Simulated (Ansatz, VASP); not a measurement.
# SiO2: VASP beside Ansatz, part 2 of 2

One calculation is typed for both programs; each brings its own data sets. How far apart do they land? The structure shown is the start of the Ansatz relaxation below; VASP solves that cell, so the two are compared at the walk's first step.

VASP 6.6.1 and Ansatz 0.2.0.

So far. Step 3 (VASP: single point, PBE, start cell, pair 1): The run ends at a pressure of -9.76 GPa, with forces up to 0.12 eV/Å.

## Step 7: VASP: single point, PBE, start cell, pair 2

Level of this step: PBE; plane waves and PAW (O, Si) (VASP).

The same cell, functional and mesh now go to VASP, with its own data sets.

INCAR reads:

```
SYSTEM = SiO2
PREC = Accurate
ENCUT = 520
EDIFF = 1E-06
NELM = 120
ISMEAR = 0
SIGMA = 0.01
LREAL = .FALSE.
ALGO = Normal
GGA = PE
NBANDS = 22
LORBIT = 11
LWAVE = .FALSE.
LCHARG = .FALSE.
ISIF = 2
LASPH = .TRUE.
GGA_COMPAT = .FALSE.
EFERMI = MIDGAP
KPAR = 2
```

POSCAR reads:

```
SiO2
1.0
    4.3366010000      0.0000000000      0.0000000000
    0.0000000000      4.3366010000      0.0000000000
    0.0000000000      0.0000000000      2.7203250000
O Si
4 2
Direct
    0.6908077894      0.6908079046      0.0000000000
    0.1908077894      0.8091920954      0.5000000000
    0.3091919801      0.3091920954      0.0000000000
    0.8091919800      0.1908079046      0.5000000000
    0.4999998847      0.5000000000      0.5000000000
    0.9999998847      0.0000000000      0.0000000000
```

KPOINTS reads:

```
Automatic mesh
0
Gamma
8 8 8
0 0 0
```

Potentials, in the order of the species: O and Si (PBE family, release 64).

Command:

```bash
mpirun -np 2 vasp_std
```

Numbers of over 12 decimals in the logs are rounded to 6 here.

The program printed:

```text
[... set-up lines as in an earlier step ...]
 entering main loop
       N       E                     dE             d eps       ncg     rms          rms(c)
DAV:   1     0.154016332404E+03    0.15402E+03   -0.17784E+04  3300   0.139E+03
DAV:   2    -0.432051855805E+02   -0.19722E+03   -0.18740E+03  4398   0.299E+02
DAV:   3    -0.506473229466E+02   -0.74421E+01   -0.74139E+01  4194   0.595E+01
DAV:   4    -0.507023233209E+02   -0.55000E-01   -0.54979E-01  4068   0.595E+00
[...]
DAV:  11    -0.461987985146E+02    0.70306E-04   -0.28370E-04  4068   0.122E-01    0.116E-02
DAV:  12    -0.461988007707E+02   -0.22562E-05   -0.15174E-05  3932   0.270E-02    0.627E-03
DAV:  13    -0.461988004571E+02    0.31367E-06   -0.35176E-06  3722   0.134E-02
   1 F= -.46198800E+02 E0= -.46198800E+02  d E =0.000000E+00
```

OUTCAR, selected parts (step 7):

```text
  Total       -4.2034678     -4.2034678     -4.4676253      0.0000000      0.0000000      0.0000000
  in kB     -131.6432473   -131.6432473   -139.9160706      0.0000000      0.0000000      0.0000000
  external PRESSURE =    -134.4008551 kB  Pullay stress =       0.0000000 kB

 POSITION                                       TOTAL-FORCE (eV/Angst)
 -----------------------------------------------------------------------------------
      2.99576      2.99576      0.00000        -0.086172     -0.086172      0.000000
      0.82746      3.50914      1.36016        -0.086172      0.086172     -0.000000
      1.34084      1.34084      0.00000         0.086172      0.086172     -0.000000
      3.50914      0.82746      1.36016         0.086172     -0.086172      0.000000
      2.16830      2.16830      1.36016         0.000000     -0.000000     -0.000000
      4.33660      0.00000      0.00000         0.000000     -0.000000     -0.000000
 -----------------------------------------------------------------------------------
    total drift:                                0.001162      0.000819      0.000000

  FREE ENERGIE OF THE ION-ELECTRON SYSTEM (eV)
  ---------------------------------------------------
  free  energy   TOTEN  =       -46.1988004571 eV

  energy  without entropy=      -46.1988004571  energy(sigma->0) =      -46.19880046

[... 1 part as in an earlier step ...]

[... 2 further parts left out ...]
[key lines of the parts left out:]
E-fermi :   9.0207
```

The run ends at a pressure of -13.44 GPa, with forces up to 0.12 eV/Å.

## Step 8: Comparison

Forces (eV/Å; atoms numbered as in POSCAR):

```tsv
atom	Ansatz x, y, z	VASP x, y, z
O1	-0.103, -0.103, 0.000	-0.086, -0.086, 0.000
O2	-0.103, 0.103, 0.000	-0.086, 0.086, 0.000
O3	0.103, 0.103, 0.000	0.086, 0.086, 0.000
O4	0.103, -0.103, 0.000	0.086, -0.086, 0.000
Si5	0.000, 0.000, 0.000	0.000, 0.000, 0.000
Si6	0.000, 0.000, 0.000	0.000, 0.000, 0.000
```

The forces differ by 11 meV/Å r.m.s., which is 19.2 % of the r.m.s. force of 0.057 eV/Å (both taken over all components).

## Step 9: Further runs

Further runs change the set-up of one program: Ansatz's method, potentials or start, or VASP's data sets, cutoff or form of LDA. The table gives that difference for each run.

```tsv
run	r.m.s. force difference (meV/Å)
as above	11
VASP with a cutoff of 600 eV (perhaps on Ansatz's relaxed cell)	12
```

## Step 10: Ansatz: relaxation, PBE

The two programs are compared at the cell with which this relaxation starts, whose forces are those of its first step. The cell compared in this pair holds 43.44 Å³, against 51.16 Å³ for the pair before.

The structure compared here is the start of the Ansatz relaxation; VASP solves that cell, so the two are compared at the walk's first step.

input.yaml reads:

```yaml
crystal:
  lattice:
    - [4.0680907387, 0.0, 0.0]
    - [0.0, 4.0680907387, 0.0]
    - [0.0, 0.0, 2.6246717485]
  atoms:
    - { symbol: O, position: [0.6961345249, 0.6961345249, 0.0] }
    - { symbol: O, position: [0.1961345249, 0.8038654751, 0.5] }
    - { symbol: O, position: [0.3038654751, 0.3038654751, 0.0] }
    - { symbol: O, position: [0.8038654751, 0.1961345249, 0.5] }
    - { symbol: Si, position: [0.5, 0.5, 0.5] }
    - { symbol: Si, position: [0.0, 0.0, 0.0] }
kpoints:
  mp_grid: { grid: [8, 8, 8] }
hamiltonian:
  xc: pbe
  pseudopotentials: { kind: paw, azcp: { folder: soft_1 } }
scf:
  occupations: { method: fixed }
output:
  forces: true
  stress: true
  eigenvalues: true
relax:
  adjacent_minimum: "off"
  f_tol: 0.001
  max_steps: 60
  cell: { stress_tol: 0.01, fix: [volume] }
```

Command:

```bash
ansatz run input.yaml --threads 4 --pin off --max-ram 16384MiB --backend cpu --events-out ev --progress --plain --runs-dir out
```

The program printed:

```text
[...]
Crystal: 6 atoms, lattice volume = 43.437 Å³
Basis set: ecut = 420 eV, 825 PW (Γ), exchange–correlation on 60×60×36 points (8 copies of the dense FFT grid, shifted against one another)
Bands: 22, of which v1, the nominal top of the filled ones, is band 16 counted from 1 (15 counted from 0)
Symmetry: 16 space group operations
[...]
k-points: 75 of 512
[...]
cell:  # Å, volume = 43.4366 Å³
    - [4.064434, 0, 0.0]
    - [0, 4.064434, 0.0]
    - [0.0, 0.0, 2.629397]
  atoms:
    - { symbol: O, position: [0.696723, 0.696723, 0.0] }
    - { symbol: O, position: [0.196723, 0.803277, 0.5] }
    - { symbol: O, position: [0.303277, 0.303277, 0.0] }
    - { symbol: O, position: [0.803277, 0.196723, 0.5] }
    - { symbol: Si, position: [0.5, 0.5, 0.5] }
    - { symbol: Si, position: [0, 0, 0.0] }
[key lines of the parts left out:]
SCF converged after 6 iterations
Free energy (F): -3546.554115 eV
Fermi energy:    11.755988 eV
P = ⅓ Tr σ = 36.1621 GPa (361.621 kbar)
```

## Step 11: VASP: single point, PBE, start cell, pair 3

The same cell, functional and mesh now go to VASP, with its own data sets.

INCAR is that of step 7.

POSCAR reads:

```
SiO2
1.0
    4.0680910000      0.0000000000      0.0000000000
    0.0000000000      4.0680910000      0.0000000000
    0.0000000000      0.0000000000      2.6246720000
O Si
4 2
Direct
    0.6961343785      0.6961345014      0.0000000000
    0.1961343785      0.8038654986      0.5000000000
    0.3038653757      0.3038654986      0.0000000000
    0.8038653757      0.1961345014      0.5000000000
    0.4999998771      0.5000000000      0.5000000000
    0.9999998771      0.0000000000      0.0000000000
```

KPOINTS is that of step 7.

Command:

```bash
mpirun -np 2 vasp_std
```

The program printed:

```text
[... set-up lines as in an earlier step ...]
 entering main loop
       N       E                     dE             d eps       ncg     rms          rms(c)
DAV:   1     0.152458496730E+03    0.15246E+03   -0.18347E+04  3316   0.141E+03
DAV:   2    -0.440835982412E+02   -0.19654E+03   -0.18930E+03  4254   0.310E+02
DAV:   3    -0.505992269271E+02   -0.65156E+01   -0.64950E+01  4194   0.567E+01
DAV:   4    -0.506435705234E+02   -0.44344E-01   -0.44326E-01  4050   0.543E+00
[...]
DAV:  10    -0.458099461642E+02   -0.18880E-03   -0.26606E-04  4044   0.135E-01    0.312E-02
DAV:  11    -0.458099398178E+02    0.63464E-05   -0.53618E-05  4020   0.540E-02    0.497E-03
DAV:  12    -0.458099404508E+02   -0.63303E-06   -0.26728E-06  3364   0.138E-02
   1 F= -.45809940E+02 E0= -.45809940E+02  d E =0.000000E+00
```

OUTCAR, selected parts (step 11):

```text
  Total        9.8130101      9.8130101     10.3693458      0.0000000      0.0000000      0.0000000
  in kB      361.9565756    361.9565756    382.4772287      0.0000000      0.0000000      0.0000000
  external PRESSURE =     368.7967933 kB  Pullay stress =       0.0000000 kB

 POSITION                                       TOTAL-FORCE (eV/Angst)
 -----------------------------------------------------------------------------------
      2.83194      2.83194      0.00000         0.103093      0.103093      0.000000
      0.79789      3.27020      1.31234         0.103093     -0.103093      0.000000
      1.23615      1.23615      0.00000        -0.103093     -0.103093      0.000000
      3.27020      0.79789      1.31234        -0.103093      0.103093      0.000000
      2.03405      2.03405      1.31234        -0.000000      0.000000      0.000000
      4.06809      0.00000      0.00000        -0.000000      0.000000      0.000000
 -----------------------------------------------------------------------------------
    total drift:                                0.001125      0.000802     -0.000000

  FREE ENERGIE OF THE ION-ELECTRON SYSTEM (eV)
  ---------------------------------------------------
  free  energy   TOTEN  =       -45.8099404508 eV

  energy  without entropy=      -45.8099404508  energy(sigma->0) =      -45.80994045

[... 1 part as in an earlier step ...]

[... 2 further parts left out ...]
[key lines of the parts left out:]
E-fermi :  12.6671
```

The run ends at a pressure of 36.88 GPa, with forces up to 0.15 eV/Å.

## Step 12: Comparison

Forces (eV/Å; atoms numbered as in POSCAR):

```tsv
atom	Ansatz x, y, z	VASP x, y, z
O1	0.093, 0.093, 0.000	0.103, 0.103, 0.000
O2	0.093, -0.093, 0.000	0.103, -0.103, 0.000
O3	-0.093, -0.093, 0.000	-0.103, -0.103, 0.000
O4	-0.093, 0.093, 0.000	-0.103, 0.103, 0.000
Si5	0.000, 0.000, 0.000	0.000, 0.000, 0.000
Si6	0.000, 0.000, 0.000	0.000, 0.000, 0.000
```

The forces differ by 6.7 meV/Å r.m.s., which is 9.7 % of the r.m.s. force of 0.069 eV/Å (both taken over all components).

## Step 13: Other set-ups

Further runs change the set-up of one program: Ansatz's method, potentials or start, or VASP's data sets, cutoff or form of LDA. The table gives that difference for each run.

```tsv
run	r.m.s. force difference (meV/Å)
as above	6.7
VASP with a cutoff of 600 eV (perhaps on Ansatz's relaxed cell)	5.6
```

## Step 14: Summary of results

| Item | Value |
| --- | --- |
| r.m.s. force difference (single point, PBE, start cell, pair 1) | 10 meV/Å |
| r.m.s. force difference (single point, PBE, start cell, pair 2) | 11 meV/Å |
| r.m.s. force difference (single point, PBE, start cell, pair 3) | 6.7 meV/Å |

**Reading.** The r.m.s. force difference is 11 meV/Å (single point, PBE, start cell, pair 2), within the 12 meV/Å picked in this series as the mark of a large difference. 8 further runs of this series are not shown here. Such differences can come from data sets, numerical settings and the points named under the comparisons, not from the functional's error against experiment.

[Lines on the potential files, build, host, timing and source positions are cut from VASP's logs without a mark.]

[Logs are printed without paths, hosts, clocks, repeated set-up lines and the standing remarks that a program may print on its own settings, such as how far it seeks lower states.]

[Hosts, paths, dates, database ids (printed as entryN), source tags and the programs' standing remarks are cut or masked in the printed files.]

[Rows of further runs with another cutoff or data set may stand on the cell that Ansatz relaxed, not on the start cell of the pair above them.]
